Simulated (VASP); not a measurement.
An input for Quantum ESPRESSO's pw.x (written as the equivalent of a VASP run, and not itself run):

```
&CONTROL
  calculation = 'scf'
  pseudo_dir = './pseudo'
  outdir = './out'
  tprnfor = .true.
  tstress = .true.
/
&SYSTEM
  ibrav = 0
  nat = 1
  ntyp = 1
  ecutwfc = 84
  occupations = 'smearing'
  smearing = 'methfessel-paxton'
  degauss = 0.00735
  input_dft = 'pz'
/
&ELECTRONS
  conv_thr = 7.3e-09
  electron_maxstep = 100
/
ATOMIC_SPECIES
  V 50.941 V.upf
CELL_PARAMETERS angstrom
    -1.4921425    1.4921425    1.4921425
     1.4921425   -1.4921425    1.4921425
     1.4921425    1.4921425   -1.4921425
ATOMIC_POSITIONS crystal
  V    0.0000000  0.0000000  0.0000000
K_POINTS automatic
  17 17 17 0 0 0
```

**Question.** Translate this input to VASP (INCAR, KPOINTS, POSCAR, choice of POTCAR).

**Answer.** This is not unique; one that fits is 
File POSCAR:
```
V
1
   -1.4921424543     1.4921424543     1.4921424543
    1.4921424543    -1.4921424543     1.4921424543
    1.4921424543     1.4921424543    -1.4921424543
V
1
Direct
  0.0000000000   0.0000000000   0.0000000000
```

**KPOINTS**
```
Automatic mesh
0
Gamma
17 17 17
0 0 0
```

### INCAR
```
ISMEAR  =  1   # Methfessel-Paxton
SYSTEM  =  V
ENCUT  =  520   # plane-wave cut-off (eV)
PREC  =  Accurate
LASPH  =  .TRUE.   # aspherical one-centre terms
LMAXMIX  =  4   # l cut-off of mixed one-centre charges
LCHARG  =  .FALSE.
ISIF  =  2   # forces and stress, cell fixed
EDIFF  =  1E-7   # SCF stop (eV)
ALGO  =  Normal   # blocked Davidson
LWAVE  =  .FALSE.
NELM  =  100
SIGMA  =  0.1
LREAL  =  .FALSE.   # projection in real space or not
```

POTCAR, in this order: V_sv (LDA.64 set). Program: vasp_std.

Limits of the translation: the potentials are each code's own (VASP's PAW set, PseudoDojo norm-conserving files in pw.x), so ENCUT and ecutwfc are chosen apart and not converted; conv_thr bounds pw.x's estimated SCF error, while EDIFF bounds the energy change between steps.

The compound is V in the bcc structure. This cell is one point of a volume scan, at 1.06 of the reference volume.
